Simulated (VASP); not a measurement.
```xyz
3
Lattice="2.1041 -3.6445 0.0000 2.1041 3.6445 0.0000 0.0000 0.0000 7.4437" Properties=species:S:1:pos:R:3 pbc="T T T"
Mg     0.0000     0.0000     0.0000
I      2.1041     1.2148     1.6448
I      2.1041    -1.2148     5.7989
```

Computed with PBE GGA, VASP's PBE PAW potentials (set 64) (plane waves; VASP). Numerical set-up: 480 eV cut-off, 6×6×4 Γ-centred mesh, Gaussian smearing of 0.050 eV, potentials Mg I.

Without a dispersion term in the relaxation, distances and binding between the weakly bound layers, chains or molecules are unreliable, and so is what depends on them.

What does the run give for the energy per atom (σ→0), largest force?

The energy per atom (σ→0) is -2.578 eV/atom and the largest force comes out as 0.113 eV/Å.

Total energies compare only between runs with the same potentials, cut-off and functional.

The compound is MgI2 in the 1T layered structure. This cell was strained or had an atom moved on purpose.
